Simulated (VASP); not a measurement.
Calculation: HSEsol screened hybrid, VASP's PBE PAW potentials (set 64) (plane waves; VASP 6.6.1).

VASP input:

### KPOINTS
```
Regular mesh
0
Gamma
6 6 6
```

**INCAR**
```
SYSTEM = MgS
PREC = Accurate; ENCUT = 520; LREAL = F
LASPH = T; ISYM = 3
EDIFF = 1E-6; NELM = 60; ALGO = Normal
ISMEAR = 0; SIGMA = 0.05
GGA = PS; LHFCALC = T; AEXX = 0.25
HFSCREEN = 0.2; PRECFOCK = Fast
ISIF = 2
LWAVE = F; LCHARG = F
```

POSCAR:
```
MgS
1.0
  0.0000000000   2.5850047983   2.5850047983
  2.5850047983   0.0000000000   2.5850047983
  2.5850047983   2.5850047983   0.0000000000
Mg S
1 1
Cartesian
  0.0000000000   0.0000000000   0.0000000000
  2.5850047983   2.5850047983   2.5850047983
```

POTCAR, in this order: Mg S (PBE.64 set). Program: vasp_std. Read from the step before: WAVECAR.

Output of the run:

### OSZICAR
```
       N       E                     dE             d eps       ncg     rms          rms(c)
DAV:   1    -0.103104141841E+02   -0.10310E+02   -0.19489E-01   256   0.283E+00    0.369E-01
DAV:   2    -0.103112324489E+02   -0.81826E-03   -0.28346E-03   328   0.427E-01    0.223E-01
DAV:   3    -0.103110395639E+02    0.19289E-03   -0.37554E-04   296   0.123E-01    0.891E-02
DAV:   4    -0.103109921140E+02    0.47450E-04   -0.63570E-05   288   0.552E-02    0.369E-02
DAV:   5    -0.103109728606E+02    0.19253E-04   -0.76777E-06   312   0.225E-02    0.245E-02
DAV:   6    -0.103109650599E+02    0.78007E-05   -0.25326E-06   280   0.118E-02    0.172E-02
DAV:   7    -0.103109620560E+02    0.30038E-05   -0.10654E-06   216   0.738E-03    0.120E-02
DAV:   8    -0.103109608930E+02    0.11631E-05   -0.37997E-07   128   0.468E-03    0.847E-03
DAV:   9    -0.103109604252E+02    0.46780E-06   -0.13994E-07   136   0.313E-03
   1 F= -.10310960E+02 E0= -.10310960E+02  d E =-.450650E-16
```

File OUTCAR:
```
------------------------ aborting loop because EDIFF is reached ----------------------------------------
  FORCE on cell =-STRESS in cart. coord.  units (eV):
  Direction    XX          YY          ZZ          XY          YZ          ZX
  --------------------------------------------------------------------------------------
  Total       -0.1121640     -0.1121640     -0.1121640      0.0000000      0.0000000      0.0000000
  in kB       -5.2017543     -5.2017543     -5.2017543      0.0000000      0.0000000      0.0000000
  external PRESSURE =      -5.2017543 kB  Pullay stress =       0.0000000 kB
  volume of cell :       34.55
      direct lattice vectors                 reciprocal lattice vectors
     0.000000000  2.585004798  2.585004798    -0.193423239  0.193423239  0.193423239
     2.585004798  0.000000000  2.585004798     0.193423239 -0.193423239  0.193423239
     2.585004798  2.585004798  0.000000000     0.193423239  0.193423239 -0.193423239
 POSITION                                       TOTAL-FORCE (eV/Angst)
 -----------------------------------------------------------------------------------
      0.00000      0.00000      0.00000         0.000000     -0.000000      0.000000
      2.58500      2.58500      2.58500        -0.000000      0.000000     -0.000000
 -----------------------------------------------------------------------------------
    total drift:                                0.000128      0.000256      0.000256
  FREE ENERGIE OF THE ION-ELECTRON SYSTEM (eV)
  ---------------------------------------------------
  free  energy   TOTEN  =       -10.3109604252 eV

  energy  without entropy=      -10.3109604252  energy(sigma->0) =      -10.31096043

  exchange ACFDT corr.  =         0.00000000  see jH, gK, PRB 81, 115126
```
(Selected blocks of OUTCAR.)

**OUTCAR**
```
 val. band max:        3.1929555374   @ k =   0.0000   0.0000   0.0000

 cond. band min:       6.9565750050   @ k =   0.5000   0.5000   0.0000


 Fermi energy:         3.4658731011

 k-point     1 :       0.0000    0.0000    0.0000
  band No.  band energies     occupation
      1     -10.9090      2.00000
      2       3.1930      2.00000
      3       3.1930      2.00000
      4       3.1930      2.00000
      5       8.0840      0.00000
      6      12.2482      0.00000
      7      12.2482      0.00000
      8      12.2482      0.00000

 k-point     2 :       0.1667    0.0000    0.0000
  band No.  band energies     occupation
      1     -10.6090      2.00000
      2       1.4173      2.00000
      3       3.0002      2.00000
      4       3.0002      2.00000
      5       9.1725      0.00000
      6      12.0021      0.00000
      7      12.5687      0.00000
      8      12.5687      0.00000

 k-point     3 :       0.3333    0.0000    0.0000
  band No.  band energies     occupation
      1      -9.8806      2.00000
      2      -1.0978      2.00000
      3       2.6649      2.00000
      4       2.6649      2.00000
      5       8.9802      0.00000
      6      11.6958      0.00000
      7      11.6958      0.00000
      8      14.1092      0.00000

 k-point     4 :       0.5000    0.0000    0.0000
  band No.  band energies     occupation
      1      -9.4107      2.00000
      2      -2.2372      2.00000
      3       2.5168      2.00000
      4       2.5168      2.00000
      5       8.7024      0.00000
      6      11.2404      0.00000
      7      11.2404      0.00000
      8      14.9785      0.00000

 k-point     5 :       0.1667    0.1667    0.0000
  band No.  band energies     occupation
      1     -10.5114      2.00000
      2       1.5394      2.00000
      3       2.5915      2.00000
      4       2.5915      2.00000
      5       9.7676      0.00000
      6      10.6766      0.00000
      7      12.3519      0.00000
...
```

The compound is MgS in the rock salt structure. This cell is one point of a volume scan, at 0.97 of the reference volume. The cell's shape comes from a PBE relaxation.
